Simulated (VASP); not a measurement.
# Al2Cl: structure and properties in VASP, part 2 of 5

Wanted: the relaxed cell of Al2Cl and its properties. The cell is invented: other elements were put on sites of a known structure type. It may not be a known or stable phase.

VASP 6.6.1, plane waves and PAW; the level of theory is named at each step.

Still holding for the runs below: This run has no spin polarisation. Its electron count is odd, so without a moment it is a metal by construction. The k-mesh is coarse for a metal.

So far. Step 2 (Rough relaxation of the start cell): It ends with forces that vanish by symmetry and a pressure of 0.17 GPa. The relaxed cell has a = 6.958 Å (conventional setting).

**3. Relaxing cell and atoms (revTPSS + D4)**

Level of this step: revTPSS with D4; plane waves and PAW (Al, Cl); invented cell (VASP).

Properties are meant for the cell that this level of theory prefers, so cell and atoms are relaxed first (ISIF = 3) until forces and stress are small; EDIFFG sets the threshold.

Contents of INCAR:

```
SYSTEM = Al2Cl
PREC = Accurate
ENCUT = 400
EDIFF = 1E-06
NELM = 100
ISMEAR = 0
SIGMA = 0.05
LREAL = .FALSE.
ALGO = Normal
METAGGA = RTPSS
IVDW = 13
VDW_S6 = 1
VDW_S8 = 1.53089454
VDW_A1 = 0.44880597
VDW_A2 = 4.64042317
LASPH = .TRUE.
NBANDS = 12
LORBIT = 11
LWAVE = .FALSE.
LCHARG = .FALSE.
IBRION = 2
NSW = 60
ISIF = 3
EDIFFG = -0.01
```

Contents of POSCAR:

```
Al2Cl
1.0
    0.0000000000      3.4789718857      3.4789718857
    3.4789718857      0.0000000000      3.4789718857
    3.4789718857      3.4789718857      0.0000000000
Al Cl
2 1
Direct
    0.2500000000      0.2500000000      0.2500000000
    0.7500000000      0.7500000000      0.7500000000
    0.0000000000      0.0000000000      0.0000000000
```

Contents of KPOINTS:

```
Automatic mesh
0
Gamma
6 6 6
0 0 0
```

PAW data sets: Al and Cl (PBE family, release 64).

The run is started by

```
$ mpirun -np 1 vasp_std
```

The log of the run:

```text
[banner, memory and clock lines left out]
running    1 mpi-ranks, on    1 nodes
 distrk:  each k-point on    1 cores,    1 groups
 distr:  one band on    1 cores,    1 groups

 POSCAR found type information on POSCAR AlCl
 POSCAR found :  2 types and       3 ions
 [... a notice as in an earlier step ...]

 LDA part: xc-table for (None), standard interpolation
 POSCAR, INCAR and KPOINTS ok, starting setup
 FFT: planning ... GRIDC
 FFT: planning ... GRID_SOFT
 FFT: planning ... GRID
 WAVECAR not read
 entering main loop
       N       E                     dE             d eps       ncg     rms          rms(c)
DAV:   1     0.333333901170E+02    0.33333E+02   -0.38774E+03   384   0.687E+02
DAV:   2    -0.729382503194E+01   -0.40627E+02   -0.37623E+02   544   0.150E+02
DAV:   3    -0.122781988162E+02   -0.49844E+01   -0.48558E+01   492   0.521E+01
DAV:   4    -0.123966654801E+02   -0.11847E+00   -0.11829E+00   456   0.101E+01
DAV:   5    -0.124002563275E+02   -0.35908E-02   -0.35899E-02   552   0.160E+00    0.874E+00
DAV:   6    -0.116275208326E+02    0.77274E+00   -0.98428E+00   396   0.348E+01    0.449E+00
DAV:   7    -0.116095670209E+02    0.17954E-01   -0.39731E-01   472   0.392E+00    0.273E+00
DAV:   8    -0.116180982209E+02   -0.85312E-02   -0.41324E-02   428   0.132E+00    0.107E+00
DAV:   9    -0.116124734225E+02    0.56248E-02   -0.15518E-02   456   0.720E-01    0.729E-01
DAV:  10    -0.116132241688E+02   -0.75075E-03   -0.47173E-03   416   0.455E-01    0.270E-01
DAV:  11    -0.116131707116E+02    0.53457E-04   -0.21490E-04   428   0.124E-01    0.187E-01
DAV:  12    -0.116131834576E+02   -0.12746E-04   -0.35102E-05   444   0.447E-02    0.237E-02
DAV:  13    -0.116131840150E+02   -0.55742E-06   -0.23030E-06   424   0.115E-02
   1 F= -.12884881E+02 E0= -.12884053E+02  d E =-.128849E+02
 curvature:   0.00 expect dE= 0.000E+00 dE for cont linesearch  0.000E+00
 trial: gam= 0.00000 g(F)=  0.833E-45 g(S)=  0.756E-03 ort = 0.000E+00 (trialstep = 0.100E+01)
 search vector abs. value=  0.756E-03
 bond charge predicted
       N       E                     dE             d eps       ncg     rms          rms(c)
DAV:   1    -0.116116304618E+02    0.15530E-02   -0.39185E-02   412   0.126E+00    0.288E-01
DAV:   2    -0.116100240988E+02    0.16064E-02   -0.66388E-03   440   0.495E-01    0.707E-02
DAV:   3    -0.116101082102E+02   -0.84111E-04   -0.82643E-04   404   0.188E-01    0.113E-01
DAV:   4    -0.116101045844E+02    0.36258E-05   -0.11178E-05   464   0.283E-02    0.993E-02
DAV:   5    -0.116100970208E+02    0.75636E-05   -0.12329E-05   400   0.263E-02    0.361E-02
DAV:   6    -0.116100933730E+02    0.36478E-05   -0.60759E-06   432   0.176E-02    0.892E-03
DAV:   7    -0.116100932977E+02    0.75365E-07   -0.31982E-07   216   0.446E-03
   2 F= -.12883666E+02 E0= -.12882836E+02  d E =0.121550E-02
 trial-energy change:    0.001216  1 .order    0.001105   -0.000756    0.002965
 step:   0.1771(harm=  0.2031)  dis= 0.00000  next Energy=   -12.884948 (dE=-0.663E-04)
 bond charge predicted
       N       E                     dE             d eps       ncg     rms          rms(c)
DAV:   1    -0.116137155144E+02   -0.36221E-02   -0.26662E-02   404   0.104E+00    0.238E-01
DAV:   2    -0.116125899155E+02    0.11256E-02   -0.45877E-03   448   0.410E-01    0.588E-02
DAV:   3    -0.116126562428E+02   -0.66327E-04   -0.54911E-04   396   0.154E-01    0.901E-02
DAV:   4    -0.116126565645E+02   -0.32169E-06   -0.75931E-06   448   0.232E-02
   3 F= -.12884944E+02 E0= -.12884115E+02  d E =-.622578E-04
 curvature:  -0.10 expect dE=-0.213E-07 dE for cont linesearch -0.213E-07
 trial: gam=-0.01641 g(F)=  0.633E-45 g(S)=  0.210E-06 ort = 0.126E-04 (trialstep = 0.835E+00)
 search vector abs. value=  0.159E-09
 reached required accuracy - stopping structural energy minimisation
```

The job ended after 39 s (1 MPI rank of Intel Xeon 6975P-C (Granite Rapids), shared host; peak memory 0.17 GiB).

Parts of OUTCAR (step 3):

```text
  LATTYP: Found a face centered cubic cell.
 ALAT       =     6.9579437714

The static configuration has the point symmetry O_h .

 Found     16 irreducible k-points:

   k-points           NKPTS =     16   k-points in BZ     NKDIM =     16   number of bands    NBANDS=     12

   dimension x,y,z NGX =    32 NGY =   32 NGZ =   32
   dimension x,y,z NGXF=    64 NGYF=   64 NGZF=   64

   ENCUT  =  400.0 eV  29.40 Ry    5.42 a.u.   8.02  8.02  8.02*2*pi/ulx,y,z

   NELECT =      13.0000    total number of electrons

 E-fermi :   3.5417

 k-point     1 :       0.0000    0.0000    0.0000
  band No.  band energies     occupation
    ...
      2      -2.3006      2.00000
      3      -1.4040      2.00000
      4      -1.4040      2.00000
      5      -1.4040      2.00000
      6       2.7790      2.00000
      7       3.8125      0.00000
      8       3.8125      0.00000
      9       3.8125      0.00000
     10       7.7225      0.00000
     11       7.7225      0.00000
    ...

 k-point     2 :       0.1667    0.0000    0.0000
  band No.  band energies     occupation
    ...
      2      -2.7925      2.00000
      3      -1.4583      2.00000
      4      -1.4583      2.00000
      5      -0.8478      2.00000
      6       1.8828      2.00000
      7       4.0086      0.00000
      8       4.0086      0.00000
      9       5.0680      0.00000
     10       6.7394      0.00000
     11       6.7394      0.00000
    ...

  DFT-D4 for vdW energy calculation

  Edisp (eV):   -1.27229

  Total       0.00209     0.00209     0.00209     0.00000     0.00000    -0.00000
  in kB       0.03968     0.03968     0.03968     0.00000     0.00000    -0.00000
  external pressure =        0.04 kB  Pullay stress =        0.00 kB

  energy-cutoff  :      400.00
  volume of cell :       84.30
      direct lattice vectors                 reciprocal lattice vectors
     0.000000000  3.480211908  3.480211908    -0.143669412  0.143669412  0.143669412
     3.480211908  0.000000000  3.480211908     0.143669412 -0.143669412  0.143669412
     3.480211908  3.480211908 -0.000000000     0.143669412  0.143669412 -0.143669412

 POSITION                                       TOTAL-FORCE (eV/Angst)
 -----------------------------------------------------------------------------------
      1.74011      1.74011      1.74011         0.000000      0.000000      0.000000
      5.22032      5.22032      5.22032        -0.000000     -0.000000     -0.000000
      0.00000      0.00000      0.00000        -0.000000      0.000000      0.000000
 -----------------------------------------------------------------------------------
    total drift:                               -0.000000     -0.000000     -0.000000

  FREE ENERGIE OF THE ION-ELECTRON SYSTEM (eV)
  ---------------------------------------------------
  free  energy   TOTEN  =       -12.8849437090 eV

  energy  without entropy=      -12.8832870554  energy(sigma->0) =      -12.88411538

 total charge
# of ion       s       p       d       tot
------------------------------------------
    1        0.647   0.117   0.000   0.763
    2        0.647   0.117   0.000   0.763
    3        1.604   3.442   0.000   5.045
--------------------------------------------------
tot          2.897   3.675   0.000   6.572

[... 2 parts as in an earlier step ...]

[... 7 further parts left out ...]
```

Little changed from the start: no atom moved by 0.005 Å and no cell edge by 0.1 %.

This step gave:

```
irreducible k-points            : 16
energy at zero smearing         : -12.88 eV
Fermi energy                    : 3.542 eV
pressure                        : 0.003968 GPa
SCF cycles over all ionic steps : 24
```

It ends with forces that vanish by symmetry and a pressure of 0.00 GPa.

**4. Single point with fields (revTPSS + D4)**

A single point on the relaxed cell gives a clean self-consistent state, with density, ELF and potential written out.

INCAR: that of step 3 with these lines changed.

```diff
@@ -19,6 +19,5 @@
 LWAVE = .FALSE.
-LCHARG = .FALSE.
-IBRION = 2
-NSW = 60
-ISIF = 3
-EDIFFG = -0.01
+LCHARG = .TRUE.
+ISIF = 2
+LELF = .TRUE.
+LVHAR = .TRUE.
```

Contents of POSCAR:

```
Al2Cl
1.0
    0.0000000000      3.4802119082      3.4802119082
    3.4802119082      0.0000000000      3.4802119082
    3.4802119082      3.4802119082      0.0000000000
Al Cl
2 1
Direct
    0.2500000000      0.2500000000      0.2500000000
    0.7500000000      0.7500000000      0.7500000000
    0.0000000000      0.0000000000      0.0000000000
```

KPOINTS is that of step 3.

The run is started by

```
$ mpirun -np 1 vasp_std
```

The log of the run:

```text
[... set-up lines as in an earlier step ...]
 entering main loop
       N       E                     dE             d eps       ncg     rms          rms(c)
DAV:   1     0.338642646042E+02    0.33864E+02   -0.38278E+03   384   0.690E+02
DAV:   2    -0.746933316132E+01   -0.41334E+02   -0.37740E+02   576   0.145E+02
DAV:   3    -0.122861185003E+02   -0.48168E+01   -0.47295E+01   496   0.455E+01
DAV:   4    -0.124042437652E+02   -0.11813E+00   -0.11802E+00   468   0.102E+01
DAV:   5    -0.124077468805E+02   -0.35031E-02   -0.35029E-02   516   0.157E+00    0.872E+00
DAV:   6    -0.116272301815E+02    0.78052E+00   -0.98206E+00   384   0.347E+01    0.448E+00
DAV:   7    -0.116090850483E+02    0.18145E-01   -0.39838E-01   484   0.393E+00    0.273E+00
DAV:   8    -0.116176171693E+02   -0.85321E-02   -0.41292E-02   416   0.133E+00    0.108E+00
DAV:   9    -0.116119808492E+02    0.56363E-02   -0.15474E-02   456   0.719E-01    0.731E-01
DAV:  10    -0.116127299129E+02   -0.74906E-03   -0.48440E-03   416   0.459E-01    0.272E-01
DAV:  11    -0.116126747513E+02    0.55162E-04   -0.22251E-04   420   0.125E-01    0.187E-01
DAV:  12    -0.116126877538E+02   -0.13002E-04   -0.35411E-05   444   0.449E-02    0.238E-02
DAV:  13    -0.116126883284E+02   -0.57461E-06   -0.22081E-06   424   0.113E-02
   1 F= -.12884975E+02 E0= -.12884147E+02  d E =-.165660E-02
```

It took 18 s on 1 MPI rank; peak memory 0.17 GiB.

From OUTCAR (step 4):

```text
  LATTYP: Found a face centered cubic cell.
 ALAT       =     6.9604238164

The static configuration has the point symmetry O_h .

 Found     16 irreducible k-points:

   ENCUT  =  400.0 eV  29.40 Ry    5.42 a.u.   8.03  8.03  8.03*2*pi/ulx,y,z

   NELECT =      13.0000    total number of electrons

 E-fermi :   3.5407

 k-point     1 :       0.0000    0.0000    0.0000
  band No.  band energies     occupation
    ...
      2      -2.3018      2.00000
      3      -1.4034      2.00000
      4      -1.4034      2.00000
      5      -1.4034      2.00000
      6       2.7769      2.00000
      7       3.8105      0.00000
      8       3.8105      0.00000
      9       3.8105      0.00000
     10       7.7208      0.00000
     11       7.7208      0.00000
    ...

 k-point     2 :       0.1667    0.0000    0.0000
  band No.  band energies     occupation
    ...
      2      -2.7932      2.00000
      3      -1.4579      2.00000
      4      -1.4579      2.00000
      5      -0.8481      2.00000
      6       1.8810      2.00000
      7       4.0067      0.00000
      8       4.0067      0.00000
      9       5.0660      0.00000
     10       6.7376      0.00000
     11       6.7376      0.00000
    ...

  DFT-D4 for vdW energy calculation

  Edisp (eV):   -1.27229

  Total       0.00002     0.00002     0.00002     0.00000     0.00000     0.00000
  in kB       0.00030     0.00030     0.00030     0.00000     0.00000     0.00000
  external pressure =        0.00 kB  Pullay stress =        0.00 kB

  energy-cutoff  :      400.00
  volume of cell :       84.30
      direct lattice vectors                 reciprocal lattice vectors
     0.000000000  3.480211908  3.480211908    -0.143669412  0.143669412  0.143669412
     3.480211908  0.000000000  3.480211908     0.143669412 -0.143669412  0.143669412
     3.480211908  3.480211908  0.000000000     0.143669412  0.143669412 -0.143669412

 POSITION                                       TOTAL-FORCE (eV/Angst)
 -----------------------------------------------------------------------------------
      1.74011      1.74011      1.74011        -0.000000     -0.000000      0.000000
      5.22032      5.22032      5.22032         0.000000      0.000000     -0.000000
      0.00000      0.00000      0.00000        -0.000000     -0.000000     -0.000000
 -----------------------------------------------------------------------------------
    total drift:                                0.000000     -0.000000      0.000000

  FREE ENERGIE OF THE ION-ELECTRON SYSTEM (eV)
  ---------------------------------------------------
  free  energy   TOTEN  =       -12.8849754728 eV

  energy  without entropy=      -12.8833188768  energy(sigma->0) =      -12.88414717

 total charge
# of ion       s       p       d       tot
------------------------------------------
    1        0.647   0.117   0.000   0.763
    2        0.647   0.117   0.000   0.763
    3        1.604   3.441   0.000   5.045
--------------------------------------------------
tot          2.897   3.674   0.000   6.571

[... 4 parts as in an earlier step ...]

[... 6 further parts left out ...]
```

Numbers from this step:

```yaml
scf_cycles: 13
fermi_energy: 3.541 eV
pressure: 3.00e-5 GPa
```

Valence electrons inside each PAW sphere by angular momentum. Sphere charges, by row:

| atom | s (e) | p (e) | d (e) | tot (e) |
| --- | --- | --- | --- | --- |
| Al1 | 0.647 | 0.117 | 0 | 0.763 |
| Al2 | 0.647 | 0.117 | 0 | 0.763 |
| Cl3 | 1.604 | 3.441 | 0 | 5.045 |

Electrostatic potential energy in the ac plane of a cell with a along [110], b along [-110] and c along [001] of the cube at fractional y = 0.000, with atoms of Al and Cl within 0.2 Å of it. With pseudopotentials it is smooth inside the atoms' cores, unlike the true potential.

Values in eV, 10 rows by 16 columns, each cell a mean:
```
-63 -11   1  -1  -2   1  -3 -50 -63 -11   1  -1  -2   1  -3 -50
 -1   1  -4 -29 -37  -8   0  -1  -1   1  -4 -29 -37  -8   0  -1
  3   2  -9 -64 -79 -18   0   3   3   2  -9 -64 -79 -18   0   3
  4   3  -2 -18 -22  -5   2   4   4   3  -2 -18 -22  -5   2   4
  4   4   2   0   0   2   3   4   4   4   2   0   0   2   3   4
  4   4   2  -1  -2   1   3   4   4   4   2  -1  -2   1   3   4
  4   2  -4 -29 -37  -8   1   4   4   2  -4 -29 -37  -8   1   4
  3   1  -9 -64 -79 -18   0   3   3   1  -9 -64 -79 -18   0   3
 -9   0  -2 -18 -22  -5   0  -6  -9   0  -2 -18 -22  -5   0  -6
-77 -16   1   0   0   1  -5 -64 -77 -16   1   0   0   1  -5 -64
```
Columns run along a (9.8 Å; values clipped at the 3rd and 97th percentile), rows up along c (7.0 Å), edges of the conventional cell, whose origin can differ from the input's. Atoms in or near the plane, at fractional coordinates: Al at (0.25, 0.25), Al at (0.75, 0.25), Al at (0.25, 0.75), Al at (0.75, 0.75), Cl at (0.00, 0.00), Cl at (0.50, 0.00).

ELF in the ac plane of a cell with a along [110], b along [-110] and c along [001] of the cube at fractional y = 0.000, with atoms of Al and Cl within 0.2 Å of it. It is the smooth field of the valence electrons, not physical close to the nuclei.

Ten even steps from '_' (0.07) to '@' (0.89), each cell a mean:
```
**@@@@**....--==::..--%%@@##**@@@@**....--==::..--%%@@##
@@@@%%==::==##%%**--::**@@@@@@@@%%==::==##%%**--::**@@@@
%%##==::==%%@@@@%%**::--**%%%%##==::==%%@@@@%%**::--**%%
==::..::##@@##++%%%%++..::--==::..::##@@##++%%%%++..::--
____..++@@%%==::**@@##::________..++@@%%==::**@@##::____
____::**@@@@**++%%@@%%==..______::**@@@@**++%%@@%%==..__
____::**@@@@@@@@@@@@%%==..______::**@@@@@@@@@@@@%%==..__
__..::==**%%%%%%%%##++::....__..::==**%%%%%%%%##++::....
........::--======--::..............::--======--::......
..........::::::::::..................::::::::::........
......::==++******++--::..........::==++******++--::....
__..::++%%@@@@@@@@%%**--..____..::++%%@@@@@@@@%%**--..__
____::**@@@@%%%%@@@@%%==..______::**@@@@%%%%@@@@%%==..__
____..**@@@@++--##@@%%--________..**@@@@++--##@@%%--____
......==%%%%==--##@@**::__........==%%%%==--##@@**::__..
**++::::**%%%%%%@@%%--..--****++::::**%%%%%%@@%%--..--**
@@%%**----**@@@@%%==::==%%@@@@%%**----**@@@@%%==::==%%@@
%%@@%%++::--++**==..--##@@@@%%@@%%++::--++**==..--##@@@@
==%%@@**::..::::....==%%@@**==%%@@**::..::::....==%%@@**
```
Columns run along a (9.8 Å), rows up along c (7.0 Å), edges of the conventional cell, whose origin can differ from the input's. Atoms in or near the plane, at fractional coordinates: Al at (0.25, 0.25), Al at (0.75, 0.25), Al at (0.25, 0.75), Al at (0.75, 0.75), Cl at (0.00, 0.00), Cl at (0.50, 0.00).

Valence density in the ac plane of a cell with a along [110], b along [-110] and c along [001] of the cube at fractional y = 0.000, with atoms of Al and Cl within 0.2 Å of it. It is the smooth field of the valence electrons, not physical close to the nuclei.

Ten even steps from '_' (0.0 e/Å³) to '@' (1.6 e/Å³), each cell a mean:
```
##@@**..____________..--%%%%##@@**..____________..--%%%%
@@##--..____________..::++%%@@##--..____________..::++%%
--::..____..........__..::----::..____..........__..::--
..______....______..________..______....______..________
________..________..________________..________..________
________....______..________________....______..________
__________........____________________........__________
________________________________________________________
________________________________________________________
________________________________________________________
________________________________________________________
____________......______________________......__________
__________..____....__________________..____....________
________..________..________________..________..________
________..________..________________..________..________
....____....____....____........____....____....____....
**==::..____......____..--++**==::..____......____..--++
@@@@==..____________..::##@@@@@@==..____________..::##@@
==@@**::____________..--@@##==@@**::____________..--@@##
```
Columns run along a (9.8 Å), rows up along c (7.0 Å), edges of the conventional cell, whose origin can differ from the input's. Atoms in or near the plane, at fractional coordinates: Al at (0.25, 0.25), Al at (0.75, 0.25), Al at (0.25, 0.75), Al at (0.75, 0.75), Cl at (0.00, 0.00), Cl at (0.50, 0.00).

In this run the pressure is 0.00 GPa, small enough to go on.

(Continued in part 3 of 5.)

[Lines on the potential files, build, host, timing and source positions are cut from VASP's logs without a mark.]

[Logs are printed without paths, hosts, clocks, repeated set-up lines and the standing remarks that a program may print on its own settings, such as how far it seeks lower states.]

[Hosts, paths, dates, database ids (printed as entryN), source tags and the programs' standing remarks are cut or masked in the printed files.]

[A measured line is paired with the nearest computed mode of its activity, which favours agreement.]
